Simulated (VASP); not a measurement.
# Si2MoN4 in VASP: settings compared

Aim: see how the results for Si2MoN4 move with the level of theory and the settings. Levels: PBE, HSE06, r2SCAN, PBE0. Tasks: work function.

All numbers are computed with VASP 6.6.1; they aren't measurements. Logs are shortened: lines on timing, memory, paths and dates and some standing lists are left out, and cuts for length are marked.

### 1 The structure

The cell holds a sheet with vacuum, 7 atoms: a = 2.893 Å, b = 2.893 Å, c = 23.000 Å, α = 90.00°, β = 90.00°, γ = 120.00°.

The cell was built by a generator and needn't be a form met in nature.

### 2 Work function, PBE

Input file INCAR:

```
SYSTEM = Si2MoN4
  PREC = Accurate
  ENCUT = 520
  EDIFF = 1E-6
  ISMEAR = 0
  SIGMA = 0.03
  LREAL = .FALSE.
  LASPH = .TRUE.
  NELM = 80
  ALGO = Normal
  ISIF = 2
  LWAVE = .FALSE.
  LCHARG = .TRUE.
  LDIPOL = .TRUE.
  IDIPOL = 3
  DIPOL = 0.5 0.5 0.500
  GGA = PE
  LVHAR = .TRUE.
  LVACPOTAV = .TRUE.
  KPAR = 4
```

Input file KPOINTS:

```
regular mesh
0
G
  18 18 1
  0 0 0
```

Input file POSCAR:

```
Si2MoN4                                 
1.0
    2.8933316094      0.0000000000      0.0000000000
   -1.4466658047      2.5056986802      0.0000000000
    0.0000000000      0.0000000000     23.0000000000
  N               Si              Mo            
     4     2     1
Direct
     0.3333330000000032    0.6666669999999968    0.3480561477286807
     0.6666669999999968    0.3333330000000032    0.4458856362021741
     0.6666669999999968    0.3333330000000032    0.5541143637978259
     0.3333330000000032    0.6666669999999968    0.6519438522713195
     0.6666669999999968    0.3333330000000032    0.3702328604283727
     0.6666669999999968    0.3333330000000032    0.6297671395716272
     0.0000000000000000    0.0000000000000000    0.5000000000000000
```

Potentials or basis: VASP PAW PBE potentials, release 64 (N, Si, Mo_sv).

The run is started by

```bash
$ cat potpaw_PBE.64/N/POTCAR potpaw_PBE.64/Si/POTCAR potpaw_PBE.64/Mo_sv/POTCAR > POTCAR
$ mpirun -np 4 vasp_std > vasp.out
```

OUTCAR:

```text
SYSTEM = Si2MoN4
   PREC = Accurate
   ENCUT = 520
   EDIFF = 1E-6
   ISMEAR = 0
   LREAL = .FALSE.
   LASPH = .TRUE.
   NELM = 80
   ISIF = 2
   GGA = PE

 ion  position               nearest neighbor table
   1  0.333  0.667  0.348-   5 1.75   5 1.75   5 1.75
   2  0.667  0.333  0.446-   5 1.74   7 2.08   7 2.08   7 2.08
   3  0.667  0.333  0.554-   6 1.74   7 2.08   7 2.08   7 2.08
   4  0.333  0.667  0.652-   6 1.75   6 1.75   6 1.75
   5  0.667  0.333  0.370-   2 1.74   1 1.75   1 1.75   1 1.75
   6  0.667  0.333  0.630-   3 1.74   4 1.75   4 1.75   4 1.75
   7  0.000  0.000  0.500-   3 2.08   2 2.08   3 2.08   2 2.08   3 2.08   2 2.08

  LATTYP: Found a hexagonal cell.
 ALAT       =     2.8933316094
 C/A-ratio  =     7.9493134922

  Lattice vectors:

 A1 = (   2.8933316094,   0.0000000000,   0.0000000000)
 A2 = (  -1.4466658047,   2.5056986802,   0.0000000000)
 A3 = (   0.0000000000,   0.0000000000,  23.0000000000)

Analysis of symmetry for initial positions (statically):
=====================================================================
 Subroutine PRICEL returns:
 Original cell was already a primitive cell.

 Routine SETGRP: Setting up the symmetry group for a
 hexagonal supercell.

 Subroutine GETGRP returns: Found 12 space group operations
 (whereof 12 operations were pure point group operations)
 out of a pool of 24 trial point group operations.

The static configuration has the point symmetry D_3h.

Analysis of symmetry for dynamics (positions and initial velocities):
=====================================================================
 Subroutine PRICEL returns:
 Original cell was already a primitive cell.

 Routine SETGRP: Setting up the symmetry group for a
 hexagonal supercell.

 Subroutine GETGRP returns: Found 12 space group operations
 (whereof 12 operations were pure point group operations)
 out of a pool of 24 trial point group operations.

The dynamic configuration has the point symmetry D_3h.

 Subroutine INISYM returns: Found 12 space group operations
 (whereof 12 operations are pure point group operations),
 and found     1 'primitive' translations

----------------------------------------------------------------------------------------

                                     Primitive cell

  volume of cell :     166.7458

  direct lattice vectors                    reciprocal lattice vectors
     2.893331609  0.000000000  0.000000000     0.345622326  0.199545142  0.000000000
    -1.446665805  2.505698680  0.000000000     0.000000000  0.399090285  0.000000000
     0.000000000  0.000000000 23.000000000     0.000000000  0.000000000  0.043478261

  length of vectors
     2.893331609  2.893331614 23.000000000     0.399090285  0.399090285  0.043478261

  position of ions in fractional coordinates (direct lattice)
     0.333333000  0.666667000  0.348056148
     0.666667000  0.333333000  0.445885636
     0.666667000  0.333333000  0.554114364
     0.333333000  0.666667000  0.651943852
     0.666667000  0.333333000  0.370232860
     0.666667000  0.333333000  0.629767140
     0.000000000  0.000000000  0.500000000

  ion indices of the primitive-cell ions
   primitive index   ion index
                 1           1
                 2           2
                 3           3
                 4           4
                 5           5
                 6           6
                 7           7

----------------------------------------------------------------------------------------

 KPOINTS: regular mesh

Automatic generation of k-mesh.
 Grid dimensions read from file:
 generate k-points for:   18   18    1

 Generating k-lattice:

  Cartesian coordinates                     Fractional coordinates (reciprocal lattice)
     0.019201240  0.011085841  0.000000000     0.055555556  0.000000000  0.000000000
     0.000000000  0.022171682  0.000000000     0.000000000  0.055555556  0.000000000
     0.000000000  0.000000000  0.043478261     0.000000000  0.000000000  1.000000000

  Length of vectors
     0.022171683  0.022171682  0.043478261

  Shift w.r.t. Gamma in fractional coordinates (k-lattice)
     0.000000000  0.000000000  0.000000000

 Subroutine IBZKPT returns following result:
 ===========================================

 Found     37 irreducible k-points:

 Following reciprocal coordinates:
            Coordinates               Weight
  0.000000  0.000000  0.000000      1.000000
  0.055556  0.000000  0.000000      6.000000
  0.111111  0.000000  0.000000      6.000000
  0.166667 -0.000000  0.000000      6.000000
  0.222222  0.000000  0.000000      6.000000
  0.277778  0.000000  0.000000      6.000000
[... 16 lines left out ...]
  0.333333  0.111111  0.000000     12.000000
  0.388889  0.111111  0.000000     12.000000
 [... further k-points ...]
   k-points           NKPTS =     37   k-points in BZ     NKDIM =     37   number of bands    NBANDS=     25
   number of dos      NEDOS =    301   number of ions     NIONS =      7
   total plane-waves  NPLWV = 103680
   dimension x,y,z NGX =    24 NGY =   24 NGZ =  180
   dimension x,y,z NGXF=    48 NGYF=   48 NGZF=  360
   ions per type =               4   2   1
   NGX,Y,Z   is equivalent  to a cutoff of  13.79, 13.79, 13.01 a.u.
   NGXF,Y,Z  is equivalent  to a cutoff of  27.58, 27.58, 26.02 a.u.
 SYSTEM =  Si2MoN4
   PREC   = accura    normal or accurate (medium, high low for compatibility)
   ISTART =      0    job   : 0-new  1-cont  2-samecut
   ICHARG =      2    charge: 1-file 2-atom 10-const
   ISPIN  =      1    spin polarized calculation?
   LNONCOLLINEAR =      F non collinear calculations
   LSORBIT =      F    spin-orbit coupling
   LASPH  =      T    aspherical Exc in radial PAW
   ENCUT  =  520.0 eV  38.22 Ry    6.18 a.u.   5.38  5.38 42.76*2*pi/ulx,y,z
   NELM   =     80;   NELMIN=  2; NELMDL= -5     # of ELM steps
   EDIFF  = 0.1E-05   stopping-criterion for ELM
   LREAL  =      F    real-space projection
   EDIFFG = 0.1E-04   stopping-criterion for IOM
   NSW    =      0    number of steps for IOM
   IBRION =     -1    ionic relax: 0-MD 1-quasi-New 2-CG
   NFREE  =      0    steps in history (QN), initial steepest desc. (CG)
   ISIF   =      2    stress and relaxation
   ISYM   =      2    0-nonsym 1-usesym 2-fastsym
   POTIM  = 0.5000    time-step for ionic-motion
   TEBEG  =    0.0;   TEEND  =   0.0 temperature during run
   PSTRESS=    0.0 pullay stress
   NELECT =      42.0000    total number of electrons
   NUPDOWN=      -1.0000    fix difference up-down
   EMIN   =  10.00;   EMAX   =-10.00  energy-range for DOS
   EFERMI =   0.00;   METHOD = LEGACY
   ISMEAR =     0;   SIGMA  =   0.03  broadening in eV -4-tet -1-fermi 0-gaus
   EFERMI_NEDOS =   21; number of points for ismear=-14 and -15
   IALGO  =     38    algorithm
   IMIX   =      4    mixing-type and parameters
     AMIX     =   0.40;   BMIX     =  1.00
     AMIX_MAG =   1.60;   BMIX_MAG =  1.00
  volume/ion in A,a.u.               =      23.82       160.75
  Fermi-wavevector in a.u.,A,eV,Ry     =   1.033887  1.953763 14.543564  1.068922
  Thomas-Fermi vector in A             =   2.168155
   LORBIT       =      0    0 simple, 1 ext, 2 COOP (PROOUT), +10 PAW based schemes
   GGA     = PE    functional components
   LHFCALC =     F    Hartree Fock is set to
   AEXX    =    0.0000 exact exchange contribution
   IVDW    =     0    specifies the selected vdW correction
   LEPSILON=     F    determine dielectric tensor
   LRPA    =     F    only Hartree local field effects (RPA)
 non-spin polarized calculation
 Gauss-broadening in eV      SIGMA  =   0.03
  energy-cutoff  :      520.00
  volume of cell :      166.75
 maximum number of plane-waves:      4573
 NGX is ok and might be reduce to    24
   NGX = 11   NGY = 11   NGZ = 85

 dipolmoment           0.000000      0.000000     -0.000000 electrons x Angstroem

 number of electron      41.9999993 magnetization

 dipolmoment           0.000000      0.000000      0.000000 electrons x Angstroem

 Free energy of the ion-electron system (eV)
  ---------------------------------------------------
  ext. energy  EPLUGINS =         0.00000000
  ---------------------------------------------------
  free energy    TOTEN  =       -61.72131898 eV

  energy without entropy =      -61.72131898  energy(sigma->0) =      -61.72131898

 E-fermi :   0.8510     XC(G=0):  -5.4216

 val. band max:        0.6677096799   @ k =   0.0000   0.0000   0.0000
 cond. band min:       2.4694029792   @ k =   0.3333   0.3333   0.0000
 fundamental gap:      1.8016932993
 Fermi energy:         0.8510384058

 k-point     1 :       0.0000    0.0000    0.0000
  band No.  band energies     occupation
      1     -60.6882      2.00000
      2     -34.8136      2.00000
      3     -34.3858      2.00000
      4     -34.3858      2.00000
      5     -18.1542      2.00000
      6     -18.0529      2.00000
[... 17 lines left out ...]
     24       3.8327      0.00000
     25       3.8327      0.00000

 k-point     2 :       0.0556    0.0000    0.0000
  band No.  band energies     occupation
      1     -60.6845      2.00000
      2     -34.8075      2.00000
      3     -34.4161      2.00000
      4     -34.3923      2.00000
      5     -18.1025      2.00000
      6     -18.0036      2.00000
[... 17 lines left out ...]
     24       3.7853      0.00000
     25       3.9187      0.00000

 k-point     3 :       0.1111    0.0000    0.0000
  band No.  band energies     occupation
      1     -60.6736      2.00000
      2     -34.7900      2.00000
      3     -34.5027      2.00000
      4     -34.4108      2.00000
      5     -17.9492      2.00000
      6     -17.8573      2.00000
[... 552 lines left out ...]
 k-point    23 :       0.3333    0.1111    0.0000
  band No.  band energies     occupation
      1     -60.5724      2.00000
      2     -35.2068      2.00000
      3     -34.6368      2.00000
      4     -34.6259      2.00000
      5     -15.9493      2.00000
      6     -15.9488      2.00000
[... 17 lines left out ...]
     24       4.0732      0.00000
     25       4.8953      0.00000

 k-point    24 :       0.3889    0.1111    0.0000
  band No.  band energies     occupation
      1     -60.5620      2.00000
      2     -35.2745      2.00000
      3     -34.6601      2.00000
      4     -34.6088      2.00000
      5     -15.6131      2.00000
      6     -15.5962      2.00000
[... 17 lines left out ...]
     24       4.2613      0.00000
     25       4.5638      0.00000

 [... further k-points ...]

------------------------ aborting loop because EDIFF is reached ----------------------------------------

  FORCE on cell =-STRESS in cart. coord.  units (eV):
  Direction    XX          YY          ZZ          XY          YZ          ZX
  --------------------------------------------------------------------------------------
  -------------------------------------------------------------------------------------
  Total        1.9948983      1.9948983      1.1946162      0.0000000      0.0000000     -0.0000000
  in kB       19.1679846     19.1679847     11.4784724      0.0000000      0.0000000     -0.0000000
  external PRESSURE =      16.6048139 kB  Pullay stress =       0.0000000 kB

 VOLUME and BASIS-vectors are now :
 -----------------------------------------------------------------------------
  energy-cutoff  :      520.00
  volume of cell :      166.75
      direct lattice vectors                 reciprocal lattice vectors
     2.893331609  0.000000000  0.000000000     0.345622326  0.199545142  0.000000000
    -1.446665805  2.505698680  0.000000000     0.000000000  0.399090285  0.000000000
     0.000000000  0.000000000 23.000000000     0.000000000  0.000000000  0.043478261

 POSITION                                       TOTAL-FORCE (eV/Angst)
 -----------------------------------------------------------------------------------
     -0.00000      1.67047      8.00529         0.000000     -0.000000     -0.066826
      1.44667      0.83523     10.25537         0.000000      0.000000     -0.023722
      1.44667      0.83523     12.74463         0.000000      0.000000      0.023722
     -0.00000      1.67047     14.99471        -0.000000     -0.000000      0.066826
      1.44667      0.83523      8.51536        -0.000000      0.000000     -0.123674
      1.44667      0.83523     14.48464        -0.000000      0.000000      0.123674
      0.00000      0.00000     11.50000         0.000000      0.000000      0.000000
 -----------------------------------------------------------------------------------
    total drift:                                0.000212     -0.000122      0.000000

  FREE ENERGIE OF THE ION-ELECTRON SYSTEM (eV)
  ---------------------------------------------------
  free  energy   TOTEN  =       -61.7213189812 eV

  energy  without entropy=      -61.7213189812  energy(sigma->0) =      -61.72131898

 vacuum level on the upper side and lower side of the slab         6.056         6.056
```

It took 2.1 min on 4 MPI ranks of AMD EPYC 7R43 (Zen 3), shared host; peak memory 0.37 GiB.

What came out:

- Free energy: -61.7213 eV
- Largest force: 0.124 eV/Å
- Band gap on the k mesh: 1.80 eV, indirect (least direct gap 2.11 eV)
- Ionisation potential of the upper face: 5.39 eV

Forces in eV/Å, atoms in the order of the input:
```
N    0.000  0.000 -0.067
N    0.000  0.000 -0.024
N    0.000  0.000  0.024
N    0.000  0.000  0.067
Si   0.000  0.000 -0.124
Si   0.000  0.000  0.124
Mo   0.000  0.000  0.000
```

Levels at points of the mesh, in eV from the valence-band top:
| k point | band 17 | band 18 | band 19 | band 20 | band 21 | band 22 | band 23 | band 24 | band 25 |
| --- | --- | --- | --- | --- | --- | --- | --- | --- | --- |
| (0.00, 0.00, 0.00) | -3.67 | -2.54 | -2.54 | -2.33 | 0.00 | 2.83 | 2.83 | 3.17 | 3.17 |
| (0.50, 0.00, 0.00) | -4.07 | -2.72 | -1.94 | -1.91 | -1.01 | 2.44 | 2.92 | 3.18 | 3.55 |

### 3 Work function, PBE, non-collinear spin, zero start, spin-orbit coupling

Changes to INCAR since step 2:

```diff
@@ -13,2 +13,8 @@
   LCHARG = .TRUE.
+  LNONCOLLINEAR = .TRUE.
+  MAGMOM = 0 0 0 0 0 0 0 0 0 0 0 0 0 0 0 0 0 0 0 0 0
+  LORBIT = 11
+  LSORBIT = .TRUE.
+  GGA_COMPAT = .FALSE.
+  LMAXMIX = 4
   LDIPOL = .TRUE.
```

KPOINTS is that of step 2.

POSCAR is that of step 2.

Potentials or basis: VASP PAW PBE potentials, release 64 (N, Si, Mo_sv).

The run is started by

```bash
$ cat potpaw_PBE.64/N/POTCAR potpaw_PBE.64/Si/POTCAR potpaw_PBE.64/Mo_sv/POTCAR > POTCAR
$ mpirun -np 4 vasp_ncl > vasp.out
```

OUTCAR:

```text
SYSTEM = Si2MoN4
   PREC = Accurate
   ENCUT = 520
   EDIFF = 1E-6
   ISMEAR = 0
   LREAL = .FALSE.
   LASPH = .TRUE.
   NELM = 80
   ISIF = 2
   LNONCOLLINEAR = .TRUE.
   LORBIT = 11
   LSORBIT = .TRUE.
   GGA = PE

 ion  position               nearest neighbor table
   1  0.333  0.667  0.348-   5 1.75   5 1.75   5 1.75
   2  0.667  0.333  0.446-   5 1.74   7 2.08   7 2.08   7 2.08
   3  0.667  0.333  0.554-   6 1.74   7 2.08   7 2.08   7 2.08
   4  0.333  0.667  0.652-   6 1.75   6 1.75   6 1.75
   5  0.667  0.333  0.370-   2 1.74   1 1.75   1 1.75   1 1.75
   6  0.667  0.333  0.630-   3 1.74   4 1.75   4 1.75   4 1.75
   7  0.000  0.000  0.500-   3 2.08   2 2.08   3 2.08   2 2.08   3 2.08   2 2.08

  LATTYP: Found a hexagonal cell.
 ALAT       =     2.8933316094
 C/A-ratio  =     7.9493134922

  Lattice vectors:

 A1 = (   2.8933316094,   0.0000000000,   0.0000000000)
[... 1680 lines left out ...]
    5        0.684   0.972   0.000   1.655
    6        0.684   0.972   0.000   1.655
    7        2.318   6.302   3.942  12.563
--------------------------------------------------
tot          8.628  18.759   3.942  31.330

 magnetization (x)

# of ion       s       p       d       tot
------------------------------------------
    1       -0.000   0.000   0.000   0.000
    2       -0.000   0.000   0.000   0.000
    3        0.000  -0.000   0.000  -0.000
    4        0.000  -0.000   0.000  -0.000
    5        0.000   0.000   0.000   0.000
    6       -0.000  -0.000   0.000  -0.000
    7        0.000   0.000  -0.000  -0.000
--------------------------------------------------
tot         -0.000  -0.000  -0.000  -0.000

 magnetization (y)

# of ion       s       p       d       tot
------------------------------------------
    1       -0.000   0.000   0.000  -0.000
    2       -0.000   0.000   0.000  -0.000
    3        0.000   0.000   0.000   0.000
    4        0.000   0.000   0.000   0.000
    5        0.000   0.000   0.000   0.000
    6        0.000   0.000   0.000   0.000
    7        0.000   0.000  -0.000  -0.000
--------------------------------------------------
tot         -0.000   0.000  -0.000  -0.000

 magnetization (z)

# of ion       s       p       d       tot
------------------------------------------
    1       -0.000  -0.000   0.000  -0.000
    2        0.000  -0.000   0.000  -0.000
    3        0.000  -0.000   0.000  -0.000
    4       -0.000   0.000   0.000   0.000
    5        0.000  -0.000   0.000  -0.000
    6        0.000   0.000   0.000   0.000
    7       -0.000  -0.000   0.000  -0.000
--------------------------------------------------
tot         -0.000  -0.000   0.000  -0.000
```

stdout:

```text
POSCAR found type information on POSCAR N SiMo
 POSCAR found :  3 types and       7 ions
 scaLAPACK will be used
 LDA part: xc-table for (Slater+PW92), standard interpolation
 POSCAR, INCAR and KPOINTS ok, starting setup
 FFT: planning ... GRIDC
 FFT: planning ... GRID_SOFT
 FFT: planning ... GRID
 WAVECAR not read
 entering main loop
 -----------------------------------------------------------------------------
|                                                                             |
|           W    W    AA    RRRRR   N    N  II  N    N   GGGG   !!!           |
|           W    W   A  A   R    R  NN   N  II  NN   N  G    G  !!!           |
|           W    W  A    A  R    R  N N  N  II  N N  N  G       !!!           |
|           W WW W  AAAAAA  RRRRR   N  N N  II  N  N N  G  GGG   !            |
|           WW  WW  A    A  R   R   N   NN  II  N   NN  G    G                |
|           W    W  A    A  R    R  N    N  II  N    N   GGGG   !!!           |
|                                                                             |
|     Did not find any points to average over, which means that no vacuum     |
|     field-free region was found. Please increase the size of  your cell     |
|     in the dimension of the dipole correction to obtain accurate            |
|     workfunction values.                                                    |
|                                                                             |
 -----------------------------------------------------------------------------
```

Run time: 20 min. Hardware: 4 MPI ranks of AMD EPYC 7R43 (Zen 3), shared host; peak memory 1.3 GiB.

What came out:

```
Free energy                                           : -61.8148 eV
Largest force                                         : 0.123 eV/Å
Net moment                                            : 0.00 μB per cell
Valence electrons inside the program's atomic spheres : N 3.91, 3.81; Si 1.66; Mo 12.56
Work function of the upper face                       : 5.16 eV
Work function of the lower face                       : 5.16 eV
```

Forces in eV/Å, atoms in the order of the input:
```
N    0.000  0.000 -0.067
N    0.000  0.000 -0.026
N    0.000  0.000  0.026
N    0.000  0.000  0.067
Si   0.000  0.000 -0.123
Si   0.000  0.000  0.123
Mo   0.000  0.000  0.000
```

Moments on the atoms (μB; x, y, z):
```
N   0.00 0.00 0.00
N   0.00 0.00 0.00
N   0.00 0.00 0.00
N   0.00 0.00 0.00
Si  0.00 0.00 0.00
Si  0.00 0.00 0.00
Mo  0.00 0.00 0.00
```

[end of part 1 of 3]
